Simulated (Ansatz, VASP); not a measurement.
# Cross-check of BePd between VASP and Ansatz, part 2 of 2

One calculation is typed for both programs; each brings its own data sets. How far apart do they land? The cell is taken from a series of runs on this material, whose earlier steps may have relaxed, scaled, displaced or heated it; both programs get it as it stands.

VASP 6.6.1 and Ansatz 0.2.0.

So far: Starting point; Ansatz: relaxation of cell and atoms, PBEsol; VASP: relaxation of cell and atoms, PBEsol; Differences.

## 5. Ansatz: zone-centre phonons, PBEsol, pair 2

Level of this step: Ansatz beside VASP: Kohn-Sham DFT, plane waves, PBEsol (Ansatz).

Second derivatives magnify differences that forces hide, and they need a tight electronic threshold.

The cell is taken from a series of runs on this material, whose earlier steps may have relaxed, scaled, displaced or heated it; both programs get it as it stands.

input.yaml reads:

```yaml
crystal:
  lattice:
    - [2.7976391317, 0.0, 0.0]
    - [0.0, 2.7976391317, 0.0]
    - [0.0, 0.0, 2.7976391317]
  atoms:
    - { symbol: Be, position: [0.0, 0.0, 0.0] }
    - { symbol: Pd, position: [0.5, 0.5, 0.5] }
kpoints:
  mp_grid: { grid: [16, 16, 16] }
hamiltonian:
  xc: pbesol
scf:
  occupations: { method: methfessel_paxton, width: 0.15 }
output:
  eigenvalues: true
phonons:
  method: dfpt
```

Launch:

```console
ansatz run input.yaml --threads 4 --pin off --max-ram 7168MiB --backend cpu --events-out ev --progress --plain --runs-dir out
```

Numbers of over 12 decimals in the logs are rounded to 6 here.

The log of the run:

```text
[...]
Crystal: 2 atoms, lattice volume = 21.897 Å³
Basis set: ecut = 420 eV, 437 PW (Γ), exchange–correlation on 40×40×40 points (8 copies of the dense FFT grid, shifted against one another)
Bands: 14, of which v1, the nominal top of the filled ones, is band 10 counted from 1 (9 counted from 0)
Symmetry: 48 space group operations
k-points: 405 of 4096 (irreducible under 8 space group operations, time reversal used)
[...]
k mesh reduced under 8 symmetry operations, with k and −k counted as one. Each operation leaves every solved perturbation unchanged. A smaller set is not used because it would not reduce the number of displacements times k-points to solve
  ASR residual: 1.764e-4 → 0.000e0 eV/Å²; symmetrization residual: 3.752e-7 eV/Å²
  ASR residual per site (eV/Å²): 8.28e-5 1.76e-4
  Γ frequencies (cm⁻¹): 0.00 0.00 0.00 379.68 379.68 379.68
  non-analytic LO–TO correction: not included (Born effective charges unavailable; polar crystals: no LO–TO splitting at Γ)
[key lines of the parts left out:]
SCF converged after 6 iterations
Free energy (F): -6998.246168 eV
Fermi energy:    17.175830 eV
```

## 6. VASP: zone-centre phonons, PBEsol, pair 2

The same cell, functional, mesh and smearing now go to VASP, with its own data sets.

INCAR reads:

```
SYSTEM = BePd
PREC = Accurate
ENCUT = 600
EDIFF = 1E-08
NELM = 120
ISMEAR = 1
SIGMA = 0.15
LREAL = .FALSE.
ALGO = Normal
GGA = PS
NBANDS = 12
LASPH = .TRUE.
LORBIT = 11
LWAVE = .FALSE.
LCHARG = .FALSE.
ISIF = 2
IBRION = 8
GGA_COMPAT = .FALSE.
KPAR = 2
```

POSCAR reads:

```
BePd
1.0
    2.7976391317      0.0000000000      0.0000000000
    0.0000000000      2.7976391317      0.0000000000
    0.0000000000      0.0000000000      2.7976391317
Be Pd
1 1
Direct
    0.0000000000      0.0000000000      0.0000000000
    0.5000000000      0.5000000000      0.5000000000
```

KPOINTS reads:

```
Automatic mesh
0
Gamma
16 16 16
0 0 0
```

The projector-augmented-wave data sets are Be and Pd (PBE family, release 64).

Launch:

```console
mpirun -np 2 vasp_std
```

The log of the run:

```text
[banner, memory and clock lines left out]
running    2 mpi-ranks, on    1 nodes
[...]
[... a notice as in an earlier step ...]

 LDA part: xc-table for (Slater+PW92), standard interpolation
 POSCAR, INCAR and KPOINTS ok, starting setup
[...]
entering main loop
       N       E                     dE             d eps       ncg     rms          rms(c)
DAV:   1     0.522326858618E+02    0.52233E+02   -0.69289E+03  3968   0.106E+03
DAV:   2    -0.111669324438E+02   -0.63400E+02   -0.59596E+02  4460   0.210E+02
DAV:   3    -0.122513945657E+02   -0.10845E+01   -0.10811E+01  4716   0.284E+01
DAV:   4    -0.122584293228E+02   -0.70348E-02   -0.70336E-02  4584   0.259E+00
[...]
DAV:  12    -0.112100662257E+02    0.16860E-06   -0.35469E-08  3568   0.133E-03    0.938E-04
DAV:  13    -0.112100662566E+02   -0.30888E-07   -0.42693E-09  2504   0.585E-04    0.737E-05
DAV:  14    -0.112100662613E+02   -0.47065E-08   -0.10645E-10  2348   0.101E-04
   1 F= -.11210066E+02 E0= -.11209802E+02  d E =-.793468E-03
[...]
RMM:   7    -0.776243523997E-02    0.29262E-06   -0.56734E-09 16341   0.566E-04    0.866E-05
RMM:   8    -0.776252377320E-02   -0.88533E-07   -0.32647E-10 16627   0.150E-04    0.312E-05
RMM:   9    -0.776252524112E-02   -0.14679E-08    0.26358E-10 16704   0.393E-05    0.137E-05
 first order change of Fermi-energy  -0.11906E-03
 force on displaced ion       1 direction 1 :  -4.479   0.000  -0.000
 Linear response progress:
  Degree of freedom:   2/  2
       N       E                     dE             d eps       ncg     rms          rms(c)
RMM:   1    -0.246751886731E+00   -0.24675E+00   -0.23635E-01 15039   0.364E+00
RMM:   2    -0.247172914763E+00   -0.42103E-03   -0.29917E-03 14977   0.446E-01    0.125E-01
RMM:   3    -0.247066303038E+00    0.10661E-03   -0.20942E-04 16229   0.114E-01    0.691E-02
RMM:   4    -0.247335620597E+00   -0.26932E-03   -0.47943E-04 16477   0.136E-01    0.148E-02
[...]
RMM:  11    -0.247175225270E+00   -0.14717E-06   -0.36405E-09 18552   0.432E-05    0.314E-06
RMM:  12    -0.247175190640E+00    0.34630E-07   -0.43680E-09 18231   0.312E-05    0.927E-07
RMM:  13    -0.247175194050E+00   -0.34104E-08   -0.30919E-09 17658   0.295E-05    0.387E-07
 first order change of Fermi-energy   0.15778E-02
 force on displaced ion       2 direction 1 :  -4.481   0.000  -0.000
 Linear response finished
```

From OUTCAR (step 6):

```text
  Total        0.0111202      0.0111202      0.0111202     -0.0000000     -0.0000000      0.0000000
  in kB        0.8136709      0.8136709      0.8136709     -0.0000000     -0.0000000      0.0000000
  external PRESSURE =       0.8136709 kB  Pullay stress =       0.0000000 kB

 POSITION                                       TOTAL-FORCE (eV/Angst)
 -----------------------------------------------------------------------------------
      0.00000      0.00000      0.00000         0.000000      0.000000      0.000000
      1.39882      1.39882      1.39882         0.000000      0.000000      0.000000
 -----------------------------------------------------------------------------------
    total drift:                                0.000000     -0.000000     -0.000000

[... 1 part as in an earlier step ...]

[... 1 further part left out ...]
```

## 7. Comparison

What differs besides the data sets and the points named for the pairs above, as far as they apply: the data sets hold 20 valence electrons in Ansatz (on its default PAW (the set named soft_2) files) and 12 in VASP. Total energies have different zeros and are not compared.

The two programs side by side:

| quantity | Ansatz | VASP | difference |
| --- | --- | --- | --- |
| optical mode 1 to 3 (cm⁻¹) | 379.7 | 382.9 | -0.83 % |

Modes are paired by rising frequency, not by their patterns, so a pair may set unlike modes beside each other; they are those without the splitting of longitudinal modes.

## 8. Ansatz: zone-centre phonons, PBEsol, pair 3

Second derivatives magnify differences that forces hide, and they need a tight electronic threshold.

The cell is taken from a series of runs on this material, whose earlier steps may have relaxed, scaled, displaced or heated it; both programs get it as it stands.

input.yaml, as its differences from that of step 5:

```diff
@@ -18 +18,10 @@
   method: dfpt
+  qmesh: [2, 2, 2]
+  temperatures: { t_max: 1000, t_step: 50 }
+  qpath:
+    path:
+      - [[0.0, 0.0, 0.0], [0.0, 0.5, 0.0], [0.5, 0.5, 0.0], [0.0, 0.0, 0.0], [0.5, 0.5, 0.5], [0.0, 0.5, 0.0]]
+      - [[0.5, 0.5, 0.5], [0.5, 0.5, 0.0]]
+    npoints: 10
+basis:
+  ecutwfc: 360
```

Launch:

```console
ansatz run input.yaml --threads 4 --pin off --max-ram 7168MiB --backend cpu --events-out ev --progress --plain --runs-dir out
```

The log of the run:

```text
Warning: basis.ecutwfc = 360 eV is below the records' recommended 420 eV, and the density's cutoff is lower with it unless basis.ecutrho_ratio is high enough to keep the records' density cutoff: compare with a run at a higher cutoff
[...]
Crystal: 2 atoms, lattice volume = 21.897 Å³
Basis set: ecut = 360 eV, 341 PW (Γ), exchange–correlation on 36×36×36 points (8 copies of the dense FFT grid, shifted against one another)
[...]
largest difference from the sums on the solved wave vectors: F 5.92e-2 eV, S 9.15e-5 and C_V 3.23e-5 eV/K
  zero-point energy: 0.101463 eV/cell   skipped modes (ω ≤ 0): 3   left out of the sums: 4.70e-5 of the cell's modes: C_V's classical limit lies that fraction below 3 k_B per atom; for a crystal, a wire or a layer, F and S can be off by more, and a phonons.interpolated_qmesh denser along its periods is the remedy for the sampling
[key lines of the parts left out:]
SCF converged after 6 iterations
Free energy (F): -6998.239647 eV
Fermi energy:    17.174685 eV
```

## 9. VASP: zone-centre phonons, PBEsol, pair 3

The same cell, functional, mesh and smearing now go to VASP, with its own data sets.

INCAR is that of step 6.

POSCAR is that of step 6.

KPOINTS is that of step 6.

Launch:

```console
mpirun -np 2 vasp_std
```

The log of the run:

```text
[... set-up lines as in an earlier step ...]
 entering main loop
       N       E                     dE             d eps       ncg     rms          rms(c)
[... 14 cycles as in an earlier step ...]
   1 F= -.11210066E+02 E0= -.11209802E+02  d E =-.793468E-03
 Linear response reoptimize wavefunctions to high precision
[... 2 cycles as in an earlier step ...]
 Linear response DOF=           2
 Linear response progress:
  Degree of freedom:   1/  2
       N       E                     dE             d eps       ncg     rms          rms(c)
[... 9 cycles as in an earlier step ...]
 first order change of Fermi-energy  -0.11906E-03
 force on displaced ion       1 direction 1 :  -4.479   0.000  -0.000
 Linear response progress:
  Degree of freedom:   2/  2
       N       E                     dE             d eps       ncg     rms          rms(c)
[... 13 cycles as in an earlier step ...]
 first order change of Fermi-energy   0.15778E-02
 force on displaced ion       2 direction 1 :  -4.481   0.000  -0.000
 Linear response finished
```

Parts of OUTCAR (step 9):

```text
[... 4 parts as in an earlier step ...]
```

## 10. Side by side

What differs besides the data sets and the points named for the pairs above, as far as they apply: VASP's run holds the zone centre alone; the data sets hold 20 valence electrons in Ansatz (on its default PAW (the set named soft_2) files) and 12 in VASP; the cutoff is 360 eV in Ansatz and 600 eV in VASP; Ansatz's log warns that its cutoff lies below the recommended one. Total energies have different zeros and are not compared.

Both answers:

| quantity | Ansatz | VASP | difference |
| --- | --- | --- | --- |
| optical mode 1 to 3 (cm⁻¹) | 380.2 | 382.9 | -0.71 % |

Modes are paired by rising frequency, not by their patterns, so a pair may set unlike modes beside each other; they are those without the splitting of longitudinal modes.

## 11. Summary of results

```json
{
 "difference in volume (relaxation of cell and atoms, PBEsol)": "-0.081 %",
 "r.m.s. difference of the optical zone-centre modes, each program's sorted by frequency (zone-centre phonons, PBEsol, pair 2)": "3.2 cm⁻¹",
 "difference in optical mode 1 to 3 (zone-centre phonons, PBEsol, pair 2)": "-0.8 %",
 "r.m.s. difference of the optical zone-centre modes, each program's sorted by frequency (zone-centre phonons, PBEsol, pair 3)": "2.7 cm⁻¹",
 "difference in optical mode 1 to 3 (zone-centre phonons, PBEsol, pair 3)": "-0.7 %"
}
```

**Reading.** The difference in volume is -0.081 % (relaxation of cell and atoms, PBEsol), within the 1.2 % picked in this series as the mark of a large difference, as far as the stopping tolerances let one tell. The data sets hold unlike numbers of valence electrons (20 in Ansatz and 12 in VASP), so part of the differences comes from the potentials. Among the rows given in per cent, the largest difference of the zone-centre phonons, PBEsol, pair 2 pair is in optical mode 1 to 3, -0.8 %. Among the rows given in per cent, the largest difference of the zone-centre phonons, PBEsol, pair 3 pair is in optical mode 1 to 3, -0.7 %. How closely two codes agree says nothing of how well the functional describes the real material.

[Lines on the potential files, build, host, timing and source positions are cut from VASP's logs without a mark.]

[Logs are printed without paths, hosts, clocks, repeated set-up lines and the standing remarks that a program may print on its own settings, such as how far it seeks lower states.]

[Hosts, paths, dates, database ids (printed as entryN), source tags and the programs' standing remarks are cut or masked in the printed files.]
